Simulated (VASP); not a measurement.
VASP ran on this input.

### KPOINTS
```
Automatic mesh
0
Gamma
4 4 4
0 0 0
```

**POSCAR**
```
Be4S3Te
1
    5.0844154448     0.0000000000     0.0000000000
    0.0000000000     5.0844154448     0.0000000000
    0.0000000000     0.0000000000     5.0844154448
Be Te S
4 1 3
Direct
  0.9836967899   0.9836967899   0.9836967899
  0.5163032101   0.5163032101   0.9836967899
  0.5163032101   0.9836967899   0.5163032101
  0.9836967899   0.5163032101   0.5163032101
  0.2500000000   0.2500000000   0.2500000000
  0.7500000000   0.7500000000   0.2500000000
  0.7500000000   0.2500000000   0.7500000000
  0.2500000000   0.7500000000   0.7500000000
```

**INCAR**
```
# general
SYSTEM =Be4S3Te
PREC   =Accurate
ENCUT  =400
LREAL  =F
LASPH  =T

# electronic loop
EDIFF  =1E-6
NELM   =100
ALGO   =Normal
LMAXMIX=4

# smearing
ISMEAR =0
SIGMA  =0.05

# functional
GGA    =PE

# output
LWAVE  =F
LCHARG =T
```

POTCAR, in this order: Be Te S (PBE.64 set). Program: vasp_std.

Problem. Translate this PBE calculation to Quantum ESPRESSO's pw.x.

Solution. One equivalent input (not run):
```
&CONTROL
  calculation = 'scf'
  pseudo_dir = './pseudo'
  outdir = './out'
  tprnfor = .true.
  tstress = .true.
/
&SYSTEM
  ibrav = 0
  nat = 8
  ntyp = 3
  ecutwfc = 88
  occupations = 'smearing'
  smearing = 'gaussian'
  degauss = 0.003675
  input_dft = 'pbe'
/
&ELECTRONS
  conv_thr = 7.3e-08
  electron_maxstep = 100
/
ATOMIC_SPECIES
  Be 9.012 Be.upf
  Te 127.600 Te.upf
  S 32.060 S.upf
CELL_PARAMETERS angstrom
     5.0844154    0.0000000    0.0000000
     0.0000000    5.0844154    0.0000000
     0.0000000    0.0000000    5.0844154
ATOMIC_POSITIONS crystal
  Be   0.9836968  0.9836968  0.9836968
  Be   0.5163032  0.5163032  0.9836968
  Be   0.5163032  0.9836968  0.5163032
  Be   0.9836968  0.5163032  0.5163032
  Te   0.2500000  0.2500000  0.2500000
  S    0.7500000  0.7500000  0.2500000
  S    0.7500000  0.2500000  0.7500000
  S    0.2500000  0.7500000  0.7500000
K_POINTS automatic
  4 4 4 0 0 0
```
The two are equivalent in intent, not identical: the potentials are each code's own (VASP's PAW set, PseudoDojo norm-conserving files in pw.x), so ENCUT and ecutwfc are chosen apart and not converted; conv_thr bounds pw.x's estimated SCF error, while EDIFF bounds the energy change between steps.

The structure was generated: Be4S3Te was put into an ordered model structure (P-43m), which need not be its known phase. It was relaxed first.
